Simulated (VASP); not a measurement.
VASP ran on this input.

**POSCAR**
```
HfB2
1
    1.5624424974    -2.7062300181    -0.0000000000
    1.5624424974     2.7062300181     0.0000000000
    0.0000000000     0.0000000000     3.4739110136
Hf B
1 2
Direct
  1.0000000000   0.0000000000   0.0000000000
  0.3333330000   0.6666670000   0.5000000000
  0.6666670000   0.3333330000   0.5000000000
```

File KPOINTS:
```
Regular mesh
0
Gamma
13 13 10
```

**INCAR**
```
LEFG=T
LORBIT=11   # lm-projected
LREAL=F   # projection in real space or not
NEDOS=601   # DOS grid
PREC=Accurate
EDIFF=1E-7   # SCF stop (eV)
GGA=PE   # PBE
LMAXMIX=6   # l cut-off of mixed one-centre charges
ENCUT=520
IVDW=11   # D3, zero damping
ISIF=2   # forces and stress, cell fixed
SYSTEM=HfB2
LASPH=T   # aspherical one-centre terms
LCHARG=T
LWAVE=F
ALGO=Normal   # blocked Davidson
NELM=100   # most electronic steps
ISMEAR=-5   # tetrahedra, Bloechl
```

POTCAR, in this order: Hf_pv B (PBE.64 set). Program: vasp_std.

Question: Translate this PBE-D3 (zero damping) calculation to Quantum ESPRESSO's pw.x.

Answer: One equivalent input (not run):
```
&CONTROL
  calculation = 'scf'
  pseudo_dir = './pseudo'
  outdir = './out'
  tprnfor = .true.
  tstress = .true.
/
&SYSTEM
  ibrav = 0
  nat = 3
  ntyp = 2
  ecutwfc = 76
  occupations = 'tetrahedra'
  input_dft = 'pbe'
  vdw_corr = 'grimme-d3'
  dftd3_version = 3
  dftd3_threebody = .false.
/
&ELECTRONS
  conv_thr = 7.3e-09
  electron_maxstep = 100
/
ATOMIC_SPECIES
  Hf 178.490 Hf.upf
  B 10.810 B.upf
CELL_PARAMETERS angstrom
     1.5624425   -2.7062300   -0.0000000
     1.5624425    2.7062300    0.0000000
     0.0000000    0.0000000    3.4739110
ATOMIC_POSITIONS crystal
  Hf   1.0000000  0.0000000  0.0000000
  B    0.3333330  0.6666670  0.5000000
  B    0.6666670  0.3333330  0.5000000
K_POINTS automatic
  13 13 10 0 0 0
```
Limits of the translation: the potentials are each code's own (VASP's PAW set, PseudoDojo norm-conserving files in pw.x), so ENCUT and ecutwfc are chosen apart and not converted; conv_thr bounds pw.x's estimated SCF error, while EDIFF bounds the energy change between steps; the field gradients of LEFG aren't asked of the other code.

The compound is HfB2 in the AlB2 type structure. It was relaxed first.
